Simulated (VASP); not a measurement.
## How PAW data sets and precision settings change a VASP run on AlFe

How sensitive are energy and pressure of AlFe to the PAW data sets and precision settings? The series runs use PBE. The PAW data sets tried: minimal 64: Al Fe; recommended 54: Al Fe; materialsproject 64: Al Fe_pv; semicore 64: Al Fe_sv; gw 64: Al_GW Fe_sv_GW. The precision settings tried: PREC = Low; PREC = Medium; PREC = Normal; PREC = Single; PREC = Accurate; LREAL = Auto; ADDGRID = .TRUE.; LASPH = .FALSE.. The start is a cell from a database of measured crystal structures.

Calculated with VASP 6.6.1; PBE, spin-polarised from a ferromagnetic start (one magnetic atom a cell); plane waves and PAW (Al, Fe), in the first sound run; inputs show where later runs differ.

## (1) The structure

Symmetry: Pm-3m, No. 221, cubic system. Conventional cell: a = 2.910 Å, b = 2.910 Å, c = 2.910 Å, α = 90.00°, β = 90.00°, γ = 90.00°. Nearest to Al lie 8 Fe at 2.52 Å. Nearest to Fe lie 8 Al at 2.52 Å. Farther neighbours are not listed.

## (2) PAW data sets: minimal 64: Al Fe

Data sets differ in which electrons are valence and how hard the partial waves are. PBE, the usual starting point, adds the gradient of the density.

Input file INCAR:

```
SYSTEM = AlFe
PREC = Accurate
ENCUT = 400
EDIFF = 1E-06
NELM = 100
ISMEAR = -1
SIGMA = 0.05
LREAL = .FALSE.
ALGO = Normal
GGA = PE
NBANDS = 14
ISPIN = 2
MAGMOM = 0 3
LASPH = .TRUE.
LMAXMIX = 4
LORBIT = 11
LWAVE = .FALSE.
LCHARG = .FALSE.
KPAR = 2
ISIF = 2
```

Input file POSCAR:

```
AlFe
1.0
    2.9100000000      0.0000000000      0.0000000000
    0.0000000000      2.9100000000      0.0000000000
    0.0000000000      0.0000000000      2.9100000000
Al Fe
1 1
Direct
    0.0000000000      0.0000000000      0.0000000000
    0.5000000000      0.5000000000      0.5000000000
```

Input file KPOINTS:

```
Automatic mesh
0
Gamma
9 9 9
0 0 0
```

Potentials, in the order of the species: Al and Fe (PBE family, release 64).

Started as:

```bash
mpirun -np 2 vasp_std
```

Output:

```text
[banner, memory and clock lines left out]
running    2 mpi-ranks, on    1 nodes
 distrk:  each k-point on    1 cores,    2 groups
 distr:  one band on    1 cores,    1 groups

 POSCAR found type information on POSCAR AlFe
 POSCAR found :  2 types and       2 ions
 LDA part: xc-table for (Slater+PW92), standard interpolation
 POSCAR, INCAR and KPOINTS ok, starting setup
 FFT: planning ... GRIDC
 FFT: planning ... GRID_SOFT
 FFT: planning ... GRID
 WAVECAR not read
 entering main loop
       N       E                     dE             d eps       ncg     rms          rms(c)
DAV:   1     0.276820542310E+02    0.27682E+02   -0.38735E+03  1976   0.644E+02
DAV:   2    -0.130050069577E+02   -0.40687E+02   -0.36662E+02  2068   0.135E+02
DAV:   3    -0.140900625274E+02   -0.10851E+01   -0.10727E+01  2524   0.258E+01
DAV:   4    -0.141051644465E+02   -0.15102E-01   -0.15098E-01  2320   0.276E+00
DAV:   5    -0.141055985204E+02   -0.43407E-03   -0.43406E-03  2572   0.497E-01    0.141E+01
DAV:   6    -0.158653891073E+02   -0.17598E+01   -0.45405E+01  2344   0.808E+01    0.176E+01
DAV:   7    -0.126762264262E+02    0.31892E+01   -0.26418E+01  2378   0.525E+01    0.300E+00
DAV:   8    -0.126516410782E+02    0.24585E-01   -0.21225E-01  2542   0.390E+00    0.171E+00
DAV:   9    -0.126436068555E+02    0.80342E-02   -0.32043E-02  2512   0.169E+00    0.101E+00
DAV:  10    -0.126413412738E+02    0.22656E-02   -0.43053E-03  2654   0.512E-01    0.240E-01
DAV:  11    -0.126415638397E+02   -0.22257E-03   -0.44870E-04  2470   0.223E-01    0.132E-01
DAV:  12    -0.126415984382E+02   -0.34598E-04   -0.17877E-04  2822   0.113E-01    0.551E-02
DAV:  13    -0.126415914597E+02    0.69785E-05   -0.10459E-05  2666   0.310E-02    0.186E-02
DAV:  14    -0.126415918196E+02   -0.35989E-06   -0.12187E-06  1250   0.105E-02
   1 F= -.12641592E+02 E0= -.12632078E+02  d E =-.190277E-01  mag=     0.6519
```

Wall time 8.8 s (2 MPI ranks of Intel Xeon Platinum 8259CL at 2.50GHz (Skylake/Cascade Lake), shared host); peak memory 0.25 GiB; 17 s of CPU time.

Lines that name or quote the potential files are left out of all logs, and their timing lines are given in words.

From OUTCAR (step 2):

```text
ion  position               nearest neighbor table
   1  0.000  0.000  0.000-   2 2.52   2 2.52   2 2.52   2 2.52   2 2.52   2 2.52   2 2.52   2 2.52

  LATTYP: Found a simple cubic cell.
 ALAT       =     2.9100000000

 Subroutine GETGRP returns: Found 48 space group operations
 (whereof 48 operations were pure point group operations)

The static configuration has the point symmetry O_h .

 Found     35 irreducible k-points:

   k-points           NKPTS =     35   k-points in BZ     NKDIM =     35   number of bands    NBANDS=     14

   dimension x,y,z NGX =    20 NGY =   20 NGZ =   20
   dimension x,y,z NGXF=    40 NGYF=   40 NGZF=   40

   ENCUT  =  400.0 eV  29.40 Ry    5.42 a.u.   4.75  4.75  4.75*2*pi/ulx,y,z

   NELECT =      11.0000    total number of electrons

 k-points in reciprocal lattice and weights: Automatic mesh
   0.00000000  0.00000000  0.00000000       0.001
   0.11111111  0.00000000  0.00000000       0.008
   0.22222222  0.00000000  0.00000000       0.008
   0.33333333  0.00000000  0.00000000       0.008
   0.44444444  0.00000000  0.00000000       0.008
   0.11111111  0.11111111  0.00000000       0.016
   0.22222222  0.11111111  0.00000000       0.033
   0.33333333  0.11111111  0.00000000       0.033
   0.44444444  0.11111111  0.00000000       0.033
[...]
0.44444444  0.44444444  0.33333333       0.033
   0.44444444  0.44444444  0.44444444       0.011

 average (electrostatic) potential at core
       1 -71.7514       2 -41.1163

 E-fermi :   7.6380

 spin component 1
 k-point     1 :       0.0000    0.0000    0.0000
  band No.  band energies     occupation
    ...
      2       5.2756      1.00000
      3       5.2756      1.00000
      4       7.2465      0.99960
      5       7.2466      0.99960
      6       7.2466      0.99960
      7      13.7847      0.00000
      8      13.7847      0.00000
      9      13.7847      0.00000
     10      16.7780      0.00000
     11      16.7780      0.00000
    ...

 k-point     2 :       0.1111    0.0000    0.0000
  band No.  band energies     occupation
    ...
      2       5.2458      1.00000
      3       5.3392      1.00000
      4       7.1216      0.99997
      5       7.1216      0.99997
      6       7.2597      0.99948
      7      12.1801      0.00000
      8      14.1042      0.00000
      9      14.1042      0.00000
     10      16.7336      0.00000
     11      18.1979      0.00000
    ...

 k-point     3 :       0.2222    0.0000    0.0000
  band No.  band energies     occupation
    ...
      2       4.9811      1.00000
      3       5.5062      1.00000
      4       6.8341      1.00000
      5       6.8341      1.00000
      6       7.2931      0.99899
      7      10.0944      0.00000
      8      14.9807      0.00000
      9      14.9807      0.00000
     10      16.6080      0.00000
     11      19.7577      0.00000
    ...

 k-point     4 :       0.3333    0.0000    0.0000
  band No.  band energies     occupation
    ...
      2       4.0450      1.00000
      3       5.7073      1.00000
      4       6.5455      1.00000
      5       6.5455      1.00000
      6       7.3314      0.99783
      7       8.8739      0.00000
      8      16.2666      0.00000
      9      16.2666      0.00000
     10      16.4385      0.00000
     11      20.9146      0.00000
    ...

 k-point     5 :       0.4444    0.0000    0.0000
  band No.  band energies     occupation
    ...
      2       2.4909      1.00000
      3       5.8460      1.00000
      4       6.3739      1.00000
      5       6.3740      1.00000
      6       7.3564      0.99643
      7       8.5127      0.00000
      8      16.3099      0.00000
      9      17.8364      0.00000
     10      17.8364      0.00000
     11      19.8563      0.00000
    ...

 k-point     6 :       0.1111    0.1111    0.0000
  band No.  band energies     occupation
    ...
      2       5.2860      1.00000
      3       5.3465      1.00000
      4       6.9811      1.00000
      5       7.1069      0.99998
      6       7.1682      0.99992
      7      12.1781      0.00000
      8      12.7355      0.00000
      9      14.4165      0.00000
     10      17.4251      0.00000
     11      19.1005      0.00000
    ...

  Total       -0.9799851     -0.9799851     -0.9799851      0.0000000      0.0000000      0.0000000
  in kB      -63.7163815    -63.7163815    -63.7163815      0.0000000      0.0000000      0.0000000
  external PRESSURE =     -63.7163815 kB  Pullay stress =       0.0000000 kB

  energy-cutoff  :      400.00
  volume of cell :       24.64
      direct lattice vectors                 reciprocal lattice vectors
     2.910000000  0.000000000  0.000000000     0.343642612  0.000000000  0.000000000
     0.000000000  2.910000000  0.000000000     0.000000000  0.343642612  0.000000000
     0.000000000  0.000000000  2.910000000     0.000000000  0.000000000  0.343642612

 POSITION                                       TOTAL-FORCE (eV/Angst)
 -----------------------------------------------------------------------------------
      0.00000      0.00000      0.00000         0.000000      0.000000      0.000000
      1.45500      1.45500      1.45500         0.000000      0.000000      0.000000
 -----------------------------------------------------------------------------------
    total drift:                               -0.000000      0.000000     -0.000000

  FREE ENERGIE OF THE ION-ELECTRON SYSTEM (eV)
  ---------------------------------------------------
  free  energy   TOTEN  =       -12.6415918196 eV

  energy  without entropy=      -12.6225641458  energy(sigma->0) =      -12.63207798

 total charge
# of ion       s       p       d       tot
------------------------------------------
    1        0.395   0.420   0.000   0.816
    2        0.417   0.475   6.450   7.342
--------------------------------------------------
tot          0.813   0.895   6.450   8.157

 magnetization (x)
# of ion       s       p       d       tot
------------------------------------------
    1       -0.008  -0.016   0.000  -0.024
    2       -0.001   0.004   0.698   0.701
--------------------------------------------------
tot         -0.009  -0.012   0.698   0.677

[... 6 further parts left out ...]
```

The cell holds one magnetic atom, so no antiferromagnetic order fits into it. The k-mesh is coarse for a metal.

This step gave:

* SCF cycles: 14
* electrons: 11
* bands: 14
* irreducible k-points: 35
* symmetry operations: 48
* free energy (TOTEN): -12.64 eV
* energy at zero smearing: -12.63 eV
* Fermi energy: 7.638 eV
* pressure: -6.372 GPa
* moment of the cell, from the last line of the log: 0.6519 μB
* metallic: yes

Spin moment in the PAW sphere by atom:

| atom | spin moment in the PAW sphere (μB) |
| --- | --- |
| Al1 | -0.024 |
| Fe2 | 0.701 |

The series starts at -6.3160 eV an atom and -6.37 GPa, after 14 cycles in 8.8 s.

## (3) PAW data sets: recommended 54: Al Fe

INCAR is that of step 2.

POSCAR is that of step 2.

KPOINTS is that of step 2.

PAW data sets: Al and Fe (PBE family, release 54).

Started as:

```bash
mpirun -np 2 vasp_std
```

Output:

```text
[... set-up lines as in an earlier step ...]
 entering main loop
       N       E                     dE             d eps       ncg     rms          rms(c)
[... 14 cycles as in an earlier step ...]
   1 F= -.12641592E+02 E0= -.12632078E+02  d E =-.190277E-01  mag=     0.6519
```

It took 9 s on 2 MPI ranks; peak memory 0.25 GiB.

OUTCAR, selected parts (step 3):

```text
[... 7 parts as in an earlier step ...]

[... 1 further part left out ...]
[key lines of the parts left out:]
E-fermi :   7.6380
```

With 11 valence electrons the pressure is -6.37 GPa, +0.00 GPa from the first of the series, after 14 cycles in 9 s.

## (4) PAW data sets: materialsproject 64: Al Fe pv

This step: PBE, spin-polarised from a ferromagnetic start (one magnetic atom a cell); plane waves and PAW (Al, Fe_pv) (VASP 6.6.1).

Changes to INCAR since step 3:

```diff
@@ -10,3 +10,3 @@
 GGA = PE
-NBANDS = 14
+NBANDS = 17
 ISPIN = 2
```

POSCAR is that of step 3.

KPOINTS is that of step 3.

PAW data sets: Al and Fe_pv (PBE family, release 64).

Started as:

```bash
mpirun -np 2 vasp_std
```

Output:

```text
[... set-up lines as in an earlier step ...]
 entering main loop
       N       E                     dE             d eps       ncg     rms          rms(c)
DAV:   1     0.101764529567E+03    0.10176E+03   -0.83095E+03  2492   0.105E+03
DAV:   2    -0.103004323549E+02   -0.11206E+03   -0.10659E+03  2467   0.273E+02
DAV:   3    -0.140274344446E+02   -0.37270E+01   -0.36717E+01  2868   0.549E+01
DAV:   4    -0.140742889120E+02   -0.46854E-01   -0.46840E-01  2747   0.593E+00
[...]
DAV:  12    -0.126577279865E+02   -0.28762E-04   -0.72714E-05  2678   0.907E-02    0.352E-02
DAV:  13    -0.126577297095E+02   -0.17230E-05   -0.56398E-06  2652   0.245E-02    0.187E-02
DAV:  14    -0.126577300359E+02   -0.32641E-06   -0.43490E-07  1287   0.678E-03
   1 F= -.12657730E+02 E0= -.12648240E+02  d E =-.189810E-01  mag=     0.6546
```

Elapsed: 9.8 s, on 2 MPI ranks; peak memory 0.25 GiB; 18 s of CPU time.

OUTCAR, selected parts (step 4):

```text
  Total       -1.0535659     -1.0535659     -1.0535659     -0.0000000      0.0000000     -0.0000000
  in kB      -68.5004306    -68.5004306    -68.5004306     -0.0000000      0.0000000     -0.0000000
  external PRESSURE =     -68.5004306 kB  Pullay stress =       0.0000000 kB

  FREE ENERGIE OF THE ION-ELECTRON SYSTEM (eV)
  ---------------------------------------------------
  free  energy   TOTEN  =       -12.6577300359 eV

  energy  without entropy=      -12.6387490486  energy(sigma->0) =      -12.64823954

 magnetization (x)
# of ion       s       p       d       tot
------------------------------------------
    1       -0.008  -0.016   0.000  -0.024
    2       -0.000   0.005   0.701   0.705
--------------------------------------------------
tot         -0.008  -0.011   0.701   0.682

[... 2 parts as in an earlier step ...]

[... 2 further parts left out ...]
[key lines of the parts left out:]
E-fermi :   9.4612
```

With 17 valence electrons the pressure is -6.85 GPa, -0.48 GPa from the first of the series, after 14 cycles in 9.8 s.

## (5) PAW data sets: semicore 64: Al Fe sv

This step: PBE, spin-polarised from a ferromagnetic start (one magnetic atom a cell); plane waves and PAW (Al, Fe_sv) (VASP 6.6.1).

Changes to INCAR since step 4:

```diff
@@ -2,3 +2,3 @@
 PREC = Accurate
-ENCUT = 400
+ENCUT = 510
 EDIFF = 1E-06
@@ -10,3 +10,3 @@
 GGA = PE
-NBANDS = 17
+NBANDS = 18
 ISPIN = 2
```

POSCAR is that of step 4.

KPOINTS is that of step 4.

The projector-augmented-wave data sets are Al and Fe_sv (PBE family, release 64).

Started as:

```bash
mpirun -np 2 vasp_std
```

Output:

```text
[... set-up lines as in an earlier step ...]
 entering main loop
       N       E                     dE             d eps       ncg     rms          rms(c)
DAV:   1     0.252375445585E+03    0.25238E+03   -0.11169E+04  2702   0.131E+03
DAV:   2    -0.267059989856E+01   -0.25505E+03   -0.24388E+03  2546   0.458E+02
DAV:   3    -0.138717466943E+02   -0.11201E+02   -0.11074E+02  3166   0.110E+02
DAV:   4    -0.141004086089E+02   -0.22866E+00   -0.22851E+00  3076   0.174E+01
[...]
DAV:  12    -0.127238988717E+02   -0.33897E-04   -0.89700E-05  3350   0.935E-02    0.543E-02
DAV:  13    -0.127239022744E+02   -0.34027E-05   -0.14116E-05  3504   0.496E-02    0.216E-02
DAV:  14    -0.127239020026E+02    0.27185E-06   -0.10133E-06  1874   0.125E-02
   1 F= -.12723902E+02 E0= -.12714446E+02  d E =-.189115E-01  mag=     0.6598
```

Wall time 12 s (2 MPI ranks); peak memory 0.3 GiB; 23 s of CPU time.

OUTCAR, selected parts (step 5):

```text
  Total       -1.1248023     -1.1248023     -1.1248023     -0.0000000     -0.0000000      0.0000000
  in kB      -73.1320592    -73.1320592    -73.1320592     -0.0000000     -0.0000000      0.0000000
  external PRESSURE =     -73.1320592 kB  Pullay stress =       0.0000000 kB

 POSITION                                       TOTAL-FORCE (eV/Angst)
 -----------------------------------------------------------------------------------
      0.00000      0.00000      0.00000         0.000000      0.000000      0.000000
      1.45500      1.45500      1.45500         0.000000      0.000000      0.000000
 -----------------------------------------------------------------------------------
    total drift:                                0.000000      0.000000     -0.000000

  FREE ENERGIE OF THE ION-ELECTRON SYSTEM (eV)
  ---------------------------------------------------
  free  energy   TOTEN  =       -12.7239020026 eV

  energy  without entropy=      -12.7049905276  energy(sigma->0) =      -12.71444627

 magnetization (x)
# of ion       s       p       d       tot
------------------------------------------
    1       -0.008  -0.016   0.000  -0.024
    2        0.000   0.002   0.674   0.677
--------------------------------------------------
tot         -0.007  -0.014   0.674   0.653

[... 3 further parts left out ...]
[key lines of the parts left out:]
E-fermi :  10.5492
```

With 19 valence electrons the pressure is -7.31 GPa, -0.94 GPa from the first of the series, after 14 cycles in 12 s.

## (6) PAW data sets: GW 64: Al GW Fe sv GW

This step: PBE, spin-polarised from a ferromagnetic start (one magnetic atom a cell); plane waves and PAW (Al_GW, Fe_sv_GW) (VASP 6.6.1).

INCAR is that of step 5.

POSCAR is that of step 5.

KPOINTS is that of step 5.

Potentials, in the order of the species: Al_GW and Fe_sv_GW (PBE family, release 64).

Started as:

```bash
mpirun -np 2 vasp_std
```

Output:

```text
[... set-up lines as in an earlier step ...]
 entering main loop
       N       E                     dE             d eps       ncg     rms          rms(c)
DAV:   1     0.178442248306E+03    0.17844E+03   -0.11618E+04  3512   0.226E+03
DAV:   2    -0.480257625288E+01   -0.18324E+03   -0.17310E+03  3752   0.678E+02
DAV:   3    -0.184698219663E+02   -0.13667E+02   -0.13362E+02  4228   0.218E+02
DAV:   4    -0.188326342576E+02   -0.36281E+00   -0.36115E+00  4144   0.303E+01
[...]
DAV:  12    -0.139098472701E+02    0.13700E-04   -0.14328E-04  4112   0.395E-01    0.342E-02
DAV:  13    -0.139098464903E+02    0.77975E-06   -0.17429E-05  3862   0.906E-02    0.661E-03
DAV:  14    -0.139098466454E+02   -0.15505E-06   -0.19630E-06  2360   0.182E-02
   1 F= -.13909847E+02 E0= -.13900425E+02  d E =-.188440E-01  mag=     0.6567
```

It took 19 s on 2 MPI ranks; peak memory 0.34 GiB; 36 s of CPU time.

Parts of OUTCAR (step 6):

```text
  Total       -1.3014116     -1.3014116     -1.3014116     -0.0000000     -0.0000000     -0.0000000
  in kB      -84.6147912    -84.6147912    -84.6147912     -0.0000000     -0.0000000     -0.0000000
  external PRESSURE =     -84.6147912 kB  Pullay stress =       0.0000000 kB

  FREE ENERGIE OF THE ION-ELECTRON SYSTEM (eV)
  ---------------------------------------------------
  free  energy   TOTEN  =       -13.9098466454 eV

  energy  without entropy=      -13.8910026689  energy(sigma->0) =      -13.90042466

 magnetization (x)
# of ion       s       p       d       f       tot
--------------------------------------------------
    1       -0.009  -0.019   0.000   0.000  -0.028
    2        0.001   0.005   0.689  -0.000   0.695
--------------------------------------------------
tot         -0.008  -0.015   0.690  -0.000   0.667

[... 3 parts as in an earlier step ...]

[... 1 further part left out ...]
[key lines of the parts left out:]
E-fermi :   8.2404
```

With 19 valence electrons the pressure is -8.46 GPa, -2.09 GPa from the first of the series, after 14 cycles in 19 s.

## (7) The PAW data sets series as a table

This step: convergence of PBE results with the datasets; plane waves and PAW (VASP 6.6.1).

This step runs nothing: it gathers the runs above.

Results of the series, by row:

| setting | status | pressure (GPa) | moment (μB) | SCF cycles | wall time (s) |
| --- | --- | --- | --- | --- | --- |
| minimal 64: Al Fe, 400 eV | converged | -6.372 | 0.6519 | 14 | 8.8 |
| recommended 54: Al Fe, 400 eV | converged | -6.372 | 0.6519 | 14 | 9 |
| materialsproject 64: Al Fe_pv, 400 eV | converged | -6.85 | 0.6546 | 14 | 9.8 |
| semicore 64: Al Fe_sv, 510 eV | converged | -7.313 | 0.6598 | 14 | 11.8 |
| gw 64: Al_GW Fe_sv_GW, 510 eV | converged | -8.461 | 0.6567 | 14 | 18.6 |

(Continued in part 2 of 3.)

[Lines on the potential files, build, host, timing and source positions are cut from VASP's logs without a mark.]

[Logs are printed without paths, hosts, clocks, repeated set-up lines and the standing remarks that a program may print on its own settings, such as how far it seeks lower states.]

[Hosts, paths, dates, database ids (printed as entryN), source tags and the programs' standing remarks are cut or masked in the printed files.]

[A measured line is paired with the nearest computed mode of its activity, which favours agreement.]
